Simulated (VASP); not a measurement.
```xyz
4
Lattice="1.7201 0.9931 4.6170 -1.7201 0.9931 4.6170 0.0000 -1.9862 4.6170" Properties=species:S:1:pos:R:3 pbc="T T T"
Na     0.0000     0.0000     0.0000
H      0.0000     0.0000     6.9255
F      0.0000     0.0000     8.0693
F      0.0000     0.0000     5.7817
```

The numbers are results of PBEsol GGA, VASP's PBE PAW potentials (set 64) (plane waves; VASP), not measurements. Numerical set-up: 520 eV cut-off, 9×9×9 Γ-centred mesh, tetrahedra with Blöchl corrections, potentials Na_pv H F.

The cores are frozen, which limits the accuracy of field gradients.

Give the principal components of the electric field gradient (V/Å²) and the asymmetry η at each nucleus.

| atom | Vxx | Vyy | Vzz | η |
|---|---|---|---|---|
| Na1 | -2.2 | -2.2 | 4.4 | 0.00 |
| H2 | -5.1 | -5.1 | 10.2 | 0.00 |
| F3 | -51.1 | -51.1 | 102.2 | 0.00 |
| F4 | -51.1 | -51.1 | 102.2 | 0.00 |

The structure comes from a computed database's NaHF2 entry (R-3m); how it stands against other phases isn't given here. It was relaxed first.
